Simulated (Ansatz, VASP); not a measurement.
# Ag2Ir (Ag-Ir-Ag stack, (111) layers): VASP beside Ansatz, part 2 of 2

Aim: how closely do two programs agree when they are given the same cell, functional and k mesh? Of the first pair: The structure shown is the start of the Ansatz relaxation below; VASP solves that cell, so the two are compared at the walk's first step.

VASP 6.6.1 and Ansatz 0.2.0.

So far. Step 3 (VASP: single point, PBE, start cell, pair 1): The run ends at a pressure of 4.37 GPa, with forces up to 1.7 eV/Å.

## 6. VASP: single point, PBE, relaxed cell, pair 2

Level of this step: PBE; plane waves and PAW (Ag, Ir) (VASP).

The same cell, functional, mesh and smearing now go to VASP, with its own data sets.

The input, INCAR:

```
SYSTEM = Ag2Ir
PREC = Accurate
ENCUT = 400
EDIFF = 1E-06
NELM = 120
ISMEAR = 0
SIGMA = 0.1
LREAL = .FALSE.
ALGO = Normal
GGA = PE
NBANDS = 21
LASPH = .TRUE.
LORBIT = 11
LWAVE = .FALSE.
LCHARG = .FALSE.
ISIF = 2
LDIPOL = .TRUE.
IDIPOL = 3
DIPOL = 0.5 0.5 0.236
LVHAR = .TRUE.
GGA_COMPAT = .FALSE.
NELMDL = -8
```

The input, POSCAR:

```
Ag2Ir
1.0
    2.7568061871      0.0000029309      0.0000000000
   -1.3784056318      2.3874627259      0.0000000000
    0.0000000000      0.0000000000     32.6681001532
Ag Ir
2 1
Direct
    0.0000000000      0.0000000000      0.1615731195
    0.6666666667      0.3333333333      0.3108770667
    0.3333333333      0.6666666667      0.2362250931
```

The input, KPOINTS:

```
Automatic mesh
0
Gamma
9 9 1
0 0 0
```

PAW data sets: Ag and Ir (PBE family, release 64).

Command:

```sh
mpirun -np 1 vasp_std
```

Numbers of over 12 decimals in the logs are rounded to 6 here.

Log:

```text
[... set-up lines as in an earlier step ...]
 entering main loop
       N       E                     dE             d eps       ncg     rms          rms(c)
DAV:   1     0.193218078095E+03    0.19322E+03   -0.10491E+04   504   0.930E+02
DAV:   2    -0.230860594355E+01   -0.19553E+03   -0.18403E+03   642   0.259E+02
DAV:   3    -0.132825615859E+02   -0.10974E+02   -0.99110E+01   631   0.569E+01
DAV:   4    -0.137053970648E+02   -0.42284E+00   -0.41372E+00   606   0.967E+00
[...]
DAV:  21    -0.127951652363E+02   -0.10800E-04   -0.51474E-07   369   0.262E-03    0.235E-04
DAV:  22    -0.127951669483E+02   -0.17120E-05   -0.34338E-08   372   0.104E-03    0.188E-04
DAV:  23    -0.127951678190E+02   -0.87068E-06   -0.16967E-08   322   0.738E-04
   1 F= -.12795168E+02 E0= -.12789923E+02  d E =-.104901E-01
```

From OUTCAR (step 6):

```text
  Total       -0.1064716     -0.1064716     -0.1110923      0.0000000      0.0000000     -0.0000000
  in kB       -0.7933731     -0.7933731     -0.8278038      0.0000000      0.0000000     -0.0000000
  external PRESSURE =      -0.8048500 kB  Pullay stress =       0.0000000 kB

 POSITION                                       TOTAL-FORCE (eV/Angst)
 -----------------------------------------------------------------------------------
      0.00000      0.00000      5.27829         0.000000      0.000000      0.001079
      1.37840      0.79582     10.15576        -0.000000      0.000000     -0.001079
     -0.00000      1.59164      7.71703         0.000000      0.000000      0.000000
 -----------------------------------------------------------------------------------
    total drift:                               -0.000000      0.000000     -0.000055

  FREE ENERGIE OF THE ION-ELECTRON SYSTEM (eV)
  ---------------------------------------------------
  free  energy   TOTEN  =       -12.7951678190 eV

  energy  without entropy=      -12.7846777469  energy(sigma->0) =      -12.78992278

[... 1 part as in an earlier step ...]

[... 2 further parts left out ...]
[key lines of the parts left out:]
E-fermi :  -1.8645
```

The run ends at a pressure of -0.08 GPa, with forces up to 0.0011 eV/Å.

## 7. Side by side

What differs besides the data sets and the points named for the pairs above, as far as they apply: the data sets hold 55 valence electrons in Ansatz (on its PAW soft_1 files) and 31 in VASP. Total energies have different zeros and are not compared.

Where the cell holds vacuum, a pressure given here is an average over it and none of the material.

## 8. Ansatz: relaxation, PBE

This run makes the geometry at which the two programs are then compared.

The structure compared here is the end of the Ansatz relaxation.

The input, input.yaml:

```yaml
crystal:
  lattice:
    - [2.7569333062, 2.931e-06, 0.0]
    - [-1.3784691915, 2.3875728142, 0.0]
    - [0.0, 0.0, 32.6681001532]
  atoms:
    - { symbol: Ag, position: [0.0, 0.0, 0.1615534218] }
    - { symbol: Ir, position: [0.3333333333, 0.6666666667, 0.2362250931] }
    - { symbol: Ag, position: [0.6666666667, 0.3333333333, 0.3108967644] }
  periodic: [true, true, false]
kpoints:
  mp_grid: { grid: [12, 12, 1] }
hamiltonian:
  xc: pbe
  pseudopotentials: { kind: paw, azcp: { folder: soft_1 } }
scf:
  occupations: { method: methfessel_paxton, width: 0.2 }
output:
  forces: true
  stress: true
  eigenvalues: true
  write_density: true
  write_potential: true
  elf: true
  volumetric_format: npy
relax:
  adjacent_minimum: "off"
  f_tol: 0.001
  max_steps: 60
  cell: { stress_2d_tol: 0.002 }
```

Command:

```sh
ansatz run input.yaml --threads 4 --pin off --max-ram 12288MiB --backend cpu --events-out ev --progress --plain --runs-dir out
```

Log:

```text
[...]
Crystal: 3 atoms, lattice volume = 215.034 Å³
Basis set: ecut = 420 eV, 4195 PW (Γ), exchange–correlation on 40×40×450 points (8 copies of the dense FFT grid, shifted against one another)
Bands: 33, of which v1, the nominal top of the filled ones, is band 28 counted from 1 (27 counted from 0)
Symmetry: 12 space group operations
[...]
k-points: 19 of 144
[...]
--- Relaxed structure (4 steps of the walk, 3 accepted, 1 SCFs on fresh bases) ---
[...]
cell:  # Å, volume = 214.9952 Å³
    - [2.756685, 2.9307815962323586e-6, 0]
    - [-1.378345, 2.387357, 0]
    - [0, 0, 32.6681001532]
  atoms:
    - { symbol: Ag, position: [0, 0, 0.161561] }
    - { symbol: Ir, position: [0.333333, 0.666667, 0.2362250931] }
    - { symbol: Ag, position: [0.666667, 0.333333, 0.310889] }
[key lines of the parts left out:]
SCF converged after 8 iterations
Free energy (F): -27116.517528 eV
Fermi energy:    -4.947027 eV
P = ½ c Tr σ = -0.0006 N/m
```

## 9. VASP: single point, PBE, relaxed cell, pair 3

The same cell, functional, mesh and smearing now go to VASP, with its own data sets.

INCAR: that of step 6 with these lines changed.

```diff
@@ -5,4 +5,4 @@
 NELM = 120
-ISMEAR = 0
-SIGMA = 0.1
+ISMEAR = 1
+SIGMA = 0.2
 LREAL = .FALSE.
```

The input, POSCAR:

```
Ag2Ir
1.0
    2.7566846809      0.0000029308      0.0000000000
   -1.3783448786      2.3873574985      0.0000000000
    0.0000000000      0.0000000000     32.6681001532
Ag Ir
2 1
Direct
    0.0000000000      0.0000000000      0.1615614787
    0.6666666667      0.3333333333      0.3108887075
    0.3333333333      0.6666666667      0.2362250931
```

The input, KPOINTS:

```
Automatic mesh
0
Gamma
12 12 1
0 0 0
```

Command:

```sh
mpirun -np 1 vasp_std
```

Log:

```text
[... set-up lines as in an earlier step ...]
 entering main loop
       N       E                     dE             d eps       ncg     rms          rms(c)
DAV:   1     0.193490839781E+03    0.19349E+03   -0.10609E+04   814   0.934E+02
DAV:   2    -0.345027985505E+01   -0.19694E+03   -0.18630E+03  1006   0.257E+02
DAV:   3    -0.134808860741E+02   -0.10031E+02   -0.92821E+01   954   0.578E+01
DAV:   4    -0.136829836849E+02   -0.20210E+00   -0.19899E+00   961   0.898E+00
[...]
DAV:  22    -0.127652375219E+02   -0.31619E-05   -0.13855E-07   555   0.182E-03    0.221E-04
DAV:  23    -0.127652385763E+02   -0.10545E-05   -0.22094E-08   544   0.791E-04    0.191E-04
DAV:  24    -0.127652389111E+02   -0.33476E-06   -0.92418E-09   519   0.522E-04
   1 F= -.12765239E+02 E0= -.12765649E+02  d E =0.122974E-02
```

Parts of OUTCAR (step 9):

```text
  Total       -0.1054035     -0.1054035     -0.1065972      0.0000000      0.0000000     -0.0000000
  in kB       -0.7854835     -0.7854835     -0.7943787      0.0000000      0.0000000     -0.0000000
  external PRESSURE =      -0.7884486 kB  Pullay stress =       0.0000000 kB

 POSITION                                       TOTAL-FORCE (eV/Angst)
 -----------------------------------------------------------------------------------
      0.00000      0.00000      5.27791         0.000000      0.000000      0.000356
      1.37834      0.79579     10.15614         0.000000      0.000000     -0.000356
     -0.00000      1.59157      7.71703        -0.000000      0.000000      0.000000
 -----------------------------------------------------------------------------------
    total drift:                               -0.000000      0.000000     -0.000012

  FREE ENERGIE OF THE ION-ELECTRON SYSTEM (eV)
  ---------------------------------------------------
  free  energy   TOTEN  =       -12.7652389111 eV

  energy  without entropy=      -12.7664686538  energy(sigma->0) =      -12.76564883

[... 3 further parts left out ...]
[key lines of the parts left out:]
E-fermi :  -1.8920
```

The run ends at a pressure of -0.08 GPa, with forces up to 3.6e-4 eV/Å.

## 10. Comparison

What differs besides the data sets and the points named for the pairs above, as far as they apply: the data sets hold 55 valence electrons in Ansatz (on its PAW soft_1 files) and 31 in VASP. Total energies have different zeros and are not compared.

Where the cell holds vacuum, a pressure given here is an average over it and none of the material.

## 11. What came out

| Property | Result |
| --- | --- |
| r.m.s. force difference (single point, PBE, start cell, pair 1) | 0.32 % of the r.m.s. force |
| r.m.s. force difference (single point, PBE, relaxed cell, pair 2) | 0.49 meV/Å |
| r.m.s. force difference (single point, PBE, relaxed cell, pair 3) | 0.21 meV/Å |

**Reading.** The r.m.s. force difference is 0.32 % of the r.m.s. force (single point, PBE, start cell, pair 1), within the 3 % picked in this series as the mark of a large difference. The data sets hold unlike numbers of valence electrons (55 in Ansatz and 31 in VASP), so part of the differences may come from the potentials. Such differences can come from data sets, numerical settings and the points named under the comparisons, not from the functional's error against experiment.

[Lines on the potential files, build, host, timing and source positions are cut from VASP's logs without a mark.]

[Logs are printed without paths, hosts, clocks, repeated set-up lines and the standing remarks that a program may print on its own settings, such as how far it seeks lower states.]

[Hosts, paths, dates, database ids (printed as entryN), source tags and the programs' standing remarks are cut or masked in the printed files.]
